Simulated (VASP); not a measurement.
```
CELL_PARAMETERS angstrom
      0.00000     3.03257     3.03257
      3.03257     0.00000     3.03257
      3.03257     3.03257     0.00000
ATOMIC_POSITIONS crystal
  Cu 0.00000 0.00000 0.00000
  I  0.25000 0.25000 0.25000
```

Calculation: optB88-vdW, VASP's PBE PAW potentials (set 64) (plane waves; VASP 6.6.1). Run with 520 eV cut-off, Gaussian smearing of 0.050 eV, potentials Cu I.

Unless said otherwise, spin-orbit coupling is left out, though it shifts the bands of the heavy elements here.

Estimate the band gap (along the path) with the smallest direct gap where there is one.

```yaml
band gap (along the path): 1.11 eV
smallest direct gap (along the path): 1.11 eV
```

Total energies compare only between runs with the same potentials, cut-off and functional.

The compound is CuI in the zinc blende structure. It was relaxed first.
